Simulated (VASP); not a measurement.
The system is LiPbF3.

```
Li Pb F
1.0
     3.98022    0.00000    0.00000
     0.00000    3.98022    0.00000
     0.00000    0.00000    3.98022
Li Pb F
1 1 3
Direct
  0.00000 0.00000 0.00000
  0.50000 0.50000 0.50000
  0.50000 0.00000 0.00000
  0.00000 0.50000 0.00000
  0.00000 0.00000 0.50000
```

The cell was built by a generator and needn't be a form met in nature.

| Property | Result |
| --- | --- |
| Program | VASP 6.6.1 |
| Task | relaxation of cell and atoms |
| Functional | PBE |
| Potentials or basis | VASP PAW PBE potentials, release 64 (Li_sv, Pb_d, F) |
| Cutoff | 600 eV |
| k mesh | 6 × 6 × 6 |
| Occupations | gaussian, width 0.02 eV |
| Spin | no spin polarisation |

At the start: pressure -3.1 GPa; volume 12.61 Å³/atom.

Q: How do energy, volume and symmetry change on relaxing?

A: Over 3 steps the energy falls by 5.4 meV/atom and the volume is 12.07 Å³/atom (-4.3 %); space group Pm-3m (No. 221, to 0.05 Å).

The path:
| step | energy change (eV) | largest force (eV/Å) | pressure (GPa) | volume (Å³) |
| --- | --- | --- | --- | --- |
| 1 | 0.0000 | 0.0000 | -3.08 | 63.06 |
| 2 | -0.0260 | 0.0000 | -0.65 | 60.87 |
| 3 | -0.0271 | 0.0000 | -0.01 | 60.35 |

Final structure:
```yaml
crystal:
  lattice:
    - [3.92257, 0.00000, 0.00000]
    - [0.00000, 3.92257, 0.00000]
    - [0.00000, 0.00000, 3.92257]
  atoms:
    - { symbol: Li, position: [0.00000, 0.00000, 0.00000] }
    - { symbol: Pb, position: [0.50000, 0.50000, 0.50000] }
    - { symbol: F, position: [0.50000, 0.00000, 0.00000] }
    - { symbol: F, position: [0.00000, 0.50000, 0.00000] }
    - { symbol: F, position: [0.00000, 0.00000, 0.50000] }
```

Caveat: the cutoff is under 1.25 times the usual one of these potentials, so pressure, stress and relaxed cells hold a basis-set (Pulay) error.
